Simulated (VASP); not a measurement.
Computed with r2SCAN meta-GGA, VASP's PBE PAW potentials (set 64) (plane waves; VASP).

Input for VASP

**KPOINTS**
```
kpoints
0
G
  9 9 9
0 0 0
```

### INCAR
```
# general
SYSTEM  = CaO
PREC    = Accurate
ENCUT   = 650   # plane-wave cut-off (eV)
LREAL   = .FALSE.
LASPH   = .TRUE.

# electronic loop
EDIFF   = 1E-7
NELM    = 100   # most electronic steps
ALGO    = Normal   # blocked Davidson
LMIXTAU = .TRUE.

# smearing
ISMEAR  = 0
SIGMA   = 0.05

# functional
METAGGA = R2SCAN

# ions
IBRION  = 6   # finite differences
NSW     = 1   # most ionic steps
ISIF    = 3   # ions, shape and volume
POTIM   = 0.015
NFREE   = 2

# output
LWAVE   = .FALSE.
LCHARG  = .FALSE.
```

### POSCAR
```
CaO
1
    0.0000000000     2.4050000000     2.4050000000
    2.4050000000     0.0000000000     2.4050000000
    2.4050000000     2.4050000000     0.0000000000
Ca O
1 1
Direct
  0.0000000000   0.0000000000   0.0000000000
  0.5000000000   0.5000000000   0.5000000000
```

POTCAR, in this order: Ca_sv O (PBE.64 set). Program: vasp_std.

Output of the run:

OUTCAR:
```
 ion  position               nearest neighbor table
   1  0.000  0.000  0.000-   2 2.40   2 2.40   2 2.40   2 2.40   2 2.40   2 2.40
   2  0.500  0.500  0.500-   1 2.40   1 2.40   1 2.40   1 2.40   1 2.40   1 2.40
  LATTYP: Found a face centered cubic cell.
 ALAT       =     4.8100000000
 Subroutine PRICEL returns:
 Original cell was already a primitive cell.
 Subroutine GETGRP returns: Found 48 space group operations
The static configuration has the point symmetry O_h .
The dynamic configuration has the point symmetry O_h .
 Subroutine INISYM returns: Found 48 space group operations
 Subroutine IBZKPT returns following result:
 Found     35 irreducible k-points:

 Following reciprocal coordinates:
            Coordinates               Weight
  0.000000  0.000000  0.000000      1.000000
  0.111111  0.000000  0.000000      8.000000
  0.222222  0.000000  0.000000      8.000000
  0.333333  0.000000  0.000000      8.000000
  0.444444  0.000000  0.000000      8.000000
  0.111111  0.111111  0.000000      6.000000
  0.222222  0.111111  0.000000     24.000000
  0.333333  0.111111  0.000000     24.000000
  0.444444  0.111111  0.000000     24.000000
 -0.444444  0.111111  0.000000     24.000000
 -0.333333  0.111111  0.000000     24.000000
 -0.222222  0.111111  0.000000     24.000000
 -0.111111  0.111111  0.000000     12.000000
  0.222222  0.222222  0.000000      6.000000
  0.333333  0.222222  0.000000     24.000000
  0.444444  0.222222  0.000000     24.000000
 -0.444444  0.222222  0.000000     24.000000
 -0.333333  0.222222  0.000000     24.000000
 -0.222222  0.222222  0.000000     12.000000
  0.333333  0.333333  0.000000      6.000000
  0.444444  0.333333  0.000000     24.000000
 -0.444444  0.333333  0.000000     24.000000
 -0.333333  0.333333  0.000000     12.000000
  0.444444  0.444444  0.000000      6.000000
 -0.444444  0.444444  0.000000     12.000000
  0.333333  0.222222  0.111111     24.000000
  0.444444  0.222222  0.111111     48.000000
 -0.444444  0.222222  0.111111     48.000000
  0.444444  0.333333  0.111111     24.000000
 -0.444444  0.333333  0.111111     48.000000
 -0.333333  0.333333  0.111111     48.000000
 -0.222222  0.333333  0.111111     24.000000
 -0.444444  0.444444  0.111111     24.000000
 -0.333333  0.444444  0.111111     24.000000
 -0.333333  0.444444  0.222222     24.000000
 Subroutine IBZKPT_HF returns following result:
   k-points           NKPTS =     35   k-points in BZ     NKDIM =     35   number of bands    NBANDS=     12
   number of dos      NEDOS =    301   number of ions     NIONS =      2
   total plane-waves  NPLWV =  21952
   dimension x,y,z NGX =    28 NGY =   28 NGZ =   28
   dimension x,y,z NGXF=    56 NGYF=   56 NGZF=   56
   ions per type =               1   1
   PREC   = accura    normal or accurate (medium, high low for compatibility)
   ISTART =      0    job   : 0-new  1-cont  2-samecut
   ICHARG =      2    charge: 1-file 2-atom 10-const
   ISPIN  =      1    spin polarized calculation?
   LNONCOLLINEAR =      F non collinear calculations
   LSORBIT =      F    spin-orbit coupling
   INIWAV =      1    electr: 0-lowe 1-rand  2-diag
   ENCUT  =  650.0 eV  47.77 Ry    6.91 a.u.   7.07  7.07  7.07*2*pi/ulx,y,z
   NELM   =    100;   NELMIN=  2; NELMDL= -5     # of ELM steps
   EDIFF  = 0.1E-06   stopping-criterion for ELM
   LREAL  =      F    real-space projection
   NLSPLINE    = F    spline interpolate recip. space projectors
   LMAXMIX     =    2 max onsite mixed and CHGCAR
   VOSKOWN=      0    Vosko Wilk Nusair interpolation
   EDIFFG = 0.1E-05   stopping-criterion for IOM
   NSW    =     61    number of steps for IOM
   NBLOCK =      1;   KBLOCK =     61    inner block; outer block
...
```

### OUTCAR
```


   1 f  =    8.684900 THz    54.568837 2PiTHz  289.697084 cm-1    35.917845 meV

   2 f  =    8.684900 THz    54.568837 2PiTHz  289.697084 cm-1    35.917845 meV

   3 f  =    8.684900 THz    54.568837 2PiTHz  289.697084 cm-1    35.917845 meV

   4 f/i=    0.014622 THz     0.091873 2PiTHz    0.487736 cm-1     0.060472 meV

   5 f/i=    0.014622 THz     0.091873 2PiTHz    0.487736 cm-1     0.060472 meV

   6 f/i=    0.014622 THz     0.091873 2PiTHz    0.487736 cm-1     0.060472 meV

 ELASTIC MODULI CONTR FROM IONIC RELAXATION (kBar)
 Direction    XX          YY          ZZ          XY          YZ          ZX
 --------------------------------------------------------------------------------
 XX           0.0000      0.0000      0.0000      0.0000      0.0000      0.0000
 YY           0.0000      0.0000      0.0000      0.0000      0.0000      0.0000
 ZZ           0.0000      0.0000      0.0000      0.0000      0.0000      0.0000
 XY           0.0000      0.0000      0.0000      0.0000      0.0000      0.0000
 YZ           0.0000      0.0000      0.0000      0.0000      0.0000      0.0000
 ZX           0.0000      0.0000      0.0000      0.0000      0.0000      0.0000
 --------------------------------------------------------------------------------

 TOTAL ELASTIC MODULI (kBar)
 Direction    XX          YY          ZZ          XY          YZ          ZX
 --------------------------------------------------------------------------------
 XX        2335.9400    581.7186    581.7186      0.0000     -0.0000     -0.0000
 YY         581.7186   2335.9400    581.7186      0.0000      0.0000      0.0000
 ZZ         581.7186    581.7186   2335.9400     -0.0000      0.0000     -0.0000
 XY           0.0000      0.0000     -0.0000    785.4494      0.0000      0.0000
 YZ          -0.0000      0.0000      0.0000      0.0000    785.4494      0.0000
 ZX          -0.0000      0.0000     -0.0000      0.0000      0.0000    785.4494
 --------------------------------------------------------------------------------
```
(Selected blocks of OUTCAR.)

The compound is CaO in the rock salt structure. The cell was not relaxed at this level.
